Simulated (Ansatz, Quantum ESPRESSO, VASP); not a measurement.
**Code comparison for BaS (Fm-3m, 2 atoms in the cell)**

Self-consistent single point, at a second geometry (lattice scaled by 0.98). First geometry:

```xyz
2
Lattice="0.0000 3.1950 3.1950 3.1950 0.0000 3.1950 3.1950 3.1950 0.0000" Properties=species:S:1:pos:R:3 pbc="T T T"
Ba     0.0000     0.0000     0.0000
S      3.1950     3.1950     3.1950
```

Shared settings, as Ansatz (a program for electronic structure) writes them: kpoints.mp_grid.grid = 7 7 7; scf.occupations.method = fermi_dirac; scf.occupations.width = 0.0007 Ry. Potentials and cutoffs stand in the table.

| code | model | ΔF from the first geometry (meV/atom) | pressure (GPa) | gap on the mesh (eV) | cutoff |
|---|---|---|---|---|---|
| Quantum ESPRESSO | PBE, PSlibrary PAW (PBE) pseudopotentials | 30.8 | 4.23 | 2.101 | 45 Ry |
| VASP | PBE, VASP's PBE PAW potentials (set 64) | – | – | 2.059 | 300 eV |
| Ansatz | PBE, default PAW files | 27.1 | 3.91 | 2.169 | default |

A dash marks a value that a program does not give, or that is left out as unsure.

Gaps are read on the mesh.

The spread over the programs that give each value: ΔF from the first geometry within 3.7 meV/atom; pressure within 0.32 GPa; gap on the mesh within 0.110 eV.

Ansatz's pressure is given at a fixed set of plane waves, as the other plane-wave codes print theirs.

VASP's run is marked for a possible Pulay error in its stress at this cutoff; no cutoff test was made.

The starting cell has typed, rounded lattice constants, without a prior relaxation at this level. For this run, on top of that: lattice scaled by 0.98.

Left out of this page: ABINIT, GPAW, CP2K, Elk, FLEUR and SIESTA (not drawn, or without a comparable value).

Keys are those of Ansatz 0.2.
